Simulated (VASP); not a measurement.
OSZICAR of a VASP run on In (space group I4/mmm):

OSZICAR:
```
       N       E                     dE             d eps       ncg     rms          rms(c)
DAV:   1     0.571343223049E+02    0.57134E+02   -0.48517E+03  5876   0.115E+03
DAV:   2    -0.650188341787E+00   -0.57785E+02   -0.57057E+02  5860   0.242E+02
DAV:   3    -0.251742358215E+01   -0.18672E+01   -0.18629E+01  6760   0.522E+01
DAV:   4    -0.255493144296E+01   -0.37508E-01   -0.37499E-01  7380   0.697E+00
DAV:   5    -0.255654632995E+01   -0.16149E-02   -0.16148E-02  7048   0.120E+00    0.261E+00
DAV:   6    -0.253081609817E+01    0.25730E-01   -0.43418E-02  6558   0.463E+00    0.132E+00
DAV:   7    -0.252455293884E+01    0.62632E-02   -0.14560E-02  6734   0.253E+00    0.273E-01
DAV:   8    -0.252407306398E+01    0.47987E-03   -0.73370E-04  6568   0.548E-01    0.346E-02
DAV:   9    -0.252407675719E+01   -0.36932E-05   -0.11904E-05  8068   0.447E-02    0.114E-02
DAV:  10    -0.252407679443E+01   -0.37235E-07   -0.73020E-07  3684   0.134E-02
   1 F= -.25240768E+01 E0= -.25168692E+01  d E =-.144151E-01
```

Which electronic solver shows in the log?

It is blocked Davidson (ALGO = Normal, or the opening steps of other solvers). The INCAR had ALGO = Normal.

Can the final energy be trusted as converged?

Self-consistency was reached. It stopped with EDIFF = 1E-6, NELM = 100 (PBE GGA, plane waves, VASP's PBE PAW potentials (set 64)).

The structure is a typed In crystal (I4/mmm). The cell was not relaxed at this level, and its volume differs by -5.9 % from the start's.
